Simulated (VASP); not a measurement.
Consider the following.

```xyz
8
Lattice="-2.9473 2.9473 5.6083 2.9473 -2.9473 5.6083 2.9473 2.9473 -5.6083" Properties=species:S:1:pos:R:3 pbc="T T T"
Cd     0.0000     0.0000     0.0000
Cd     0.0000     2.9473     2.8041
Ge     0.0000     0.0000     5.6083
Ge     2.9473     0.0000     2.8041
As     1.3296     1.4736     7.0104
As     1.4736    -1.3296     4.2062
As     1.6177     1.4736     1.4021
As     1.4736     4.2768    -1.4021
```

Method: LDA (Ceperley-Alder, Perdew-Zunger), VASP's LDA PAW potentials (set 64) (plane waves; VASP 6.6.1). Settings: 500 eV cut-off, 5×5×5 Γ-centred mesh, Gaussian smearing of 0.050 eV, potentials Cd Ge_d As.

Energy and stress use the plane-wave basis of the starting cell.

Problem. The ions, cell shape and volume at an external pressure of 5.0 GPa are relaxed. Which structure does the run end with?

Solution. 
```xyz
8
Lattice="-2.8837 2.8837 5.4869 2.8837 -2.8837 5.4869 2.8837 2.8837 -5.4869" Properties=species:S:1:pos:R:3 pbc="T T T"
Cd     0.0000     0.0000     0.0000
Cd     0.0000     2.8837     2.7435
Ge     0.0000     0.0000     5.4869
Ge     2.8837     0.0000     2.7435
As     1.3023     1.4418     6.8586
As     1.4418    -1.3023     4.1152
As     1.5814     1.4418     1.3717
As     1.4418     4.1860    -1.3717
```
Space group I-42d (122), at a tolerance of 0.03 Å.

Problem. How do energy and volume change from the first to the last step?

Solution. The energy (σ→0) changes by +22.6 meV/atom and the volume by -6.3 %, in 5 ionic steps.

| step | E(σ→0) (eV) | max force (eV/Å) | pressure (GPa) | volume (Å³) |
|---|---|---|---|---|
| 1 | -35.3926 | 0.003 | -0.04 | 194.86 |
| 2 | -34.8311 | 0.052 | 9.62 | 174.03 |
| 3 | -35.2134 | 0.029 | 4.95 | 182.56 |
| 4 | -35.2059 | 0.030 | 5.05 | 182.32 |
| 5 | -35.2119 | 0.013 | 4.95 | 182.51 |

The compound is CdGeAs2 in the chalcopyrite structure. This run relaxes it under an external pressure of 5 GPa. Symmetry was kept, so distortions that lower it aren't found.
